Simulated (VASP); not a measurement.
Output of a VASP run:

File OSZICAR:
```
       N       E                     dE             d eps       ncg     rms          rms(c)
DAV:   1     0.154807329933E+03    0.15481E+03   -0.93993E+03  3392   0.122E+03
DAV:   2     0.956126751985E+00   -0.15385E+03   -0.15133E+03  3886   0.305E+02
DAV:   3    -0.128822243341E+02   -0.13838E+02   -0.13512E+02  4226   0.972E+01
DAV:   4    -0.132047139444E+02   -0.32249E+00   -0.32227E+00  4274   0.164E+01
DAV:   5    -0.132113997888E+02   -0.66858E-02   -0.66850E-02  4876   0.219E+00    0.511E+00
DAV:   6    -0.129607734668E+02    0.25063E+00   -0.56925E-01  5099   0.872E+00    0.325E+00
DAV:   7    -0.129311858296E+02    0.29588E-01   -0.15859E-01  4262   0.301E+00    0.939E-01
DAV:   8    -0.129289975361E+02    0.21883E-02   -0.12762E-02  4211   0.116E+00    0.246E-01
DAV:   9    -0.129289933046E+02    0.42315E-05   -0.12752E-03  4121   0.260E-01    0.682E-02
DAV:  10    -0.129290013359E+02   -0.80314E-05   -0.13088E-04  4590   0.770E-02    0.284E-02
DAV:  11    -0.129290117041E+02   -0.10368E-04   -0.21171E-05  3950   0.275E-02    0.583E-03
DAV:  12    -0.129290134084E+02   -0.17044E-05   -0.29696E-06  4042   0.128E-02    0.454E-03
DAV:  13    -0.129290138294E+02   -0.42099E-06   -0.86220E-07  2603   0.745E-03
   1 F= -.12929014E+02 E0= -.12928960E+02  d E =-.108548E-03
```

**OUTCAR**
```
------------------------ aborting loop because EDIFF is reached ----------------------------------------
  FORCE on cell =-STRESS in cart. coord.  units (eV):
  Direction    XX          YY          ZZ          XY          YZ          ZX
  --------------------------------------------------------------------------------------
  Total        0.5988872      0.5660762      0.8528683     -0.0041115      0.1516384      0.0345273
  in kB       12.4310163     11.7499621     17.7028653     -0.0853415      3.1475369      0.7166782
  external PRESSURE =      13.9612813 kB  Pullay stress =       0.0000000 kB
  volume of cell :       77.19
      direct lattice vectors                 reciprocal lattice vectors
     1.905000000 -3.299557000  0.000000000     0.262467192 -0.151535494  0.000000000
     1.905000000  3.299557000  0.000000000     0.262467192  0.151535494  0.000000000
     0.000000000  0.000000000  6.140000000     0.000000000  0.000000000  0.162866450
 POSITION                                       TOTAL-FORCE (eV/Angst)
 -----------------------------------------------------------------------------------
      3.80376     -0.00964      0.04396         0.052116      0.058832     -1.024111
      1.90385      1.08853      1.53740        -0.012474      0.031852      0.836532
      1.91240     -1.07889      4.55864        -0.039642     -0.090683      0.187579
 -----------------------------------------------------------------------------------
    total drift:                               -0.001062     -0.001717     -0.000547
  FREE ENERGIE OF THE ION-ELECTRON SYSTEM (eV)
  ---------------------------------------------------
  free  energy   TOTEN  =       -12.9290138294 eV

  energy  without entropy=      -12.9289052812  energy(sigma->0) =      -12.92895956
```
(Selected blocks of OUTCAR.)

**POSCAR**
```
SnSe2
1
    1.9050000000    -3.2995570000     0.0000000000
    1.9050000000     3.2995570000     0.0000000000
    0.0000000000     0.0000000000     6.1400000000
Sn Se
1 2
Direct
 -0.0001770000  -0.0031000000   0.0071600000
  0.3347460000   0.6646480000   0.2503910000
  0.6654310000   0.3384520000   0.7424490000
```

**Question.** Write an INCAR and KPOINTS that could have produced this output.

**Answer.** This is not unique; one that fits is the input of the run itself, PBEsol GGA, plane waves, VASP's PBE PAW potentials (set 64).

KPOINTS:
```
Automatic mesh
0
Gamma
7 7 4
0 0 0
```

INCAR:
```
# general
SYSTEM =SnSe2
PREC   =Accurate
ENCUT  =300
LREAL  =.FALSE.
LASPH  =.TRUE.

# electronic loop
EDIFF  =1E-6
NELM   =100
ALGO   =Normal
LMAXMIX=4

# smearing
ISMEAR =-1
SIGMA  =0.05

# functional
GGA    =PS

# ions
ISIF   =2

# output
LWAVE  =.FALSE.
LCHARG =.FALSE.
```

POTCAR, in this order: Sn_d Se (PBE.64 set). Program: vasp_std.

At this cut-off the stress carries a Pulay error, which pulls relaxed volumes low.

The structure is a typed SnSe2 crystal. The cell was not relaxed at this level, atoms are displaced from their ideal sites.
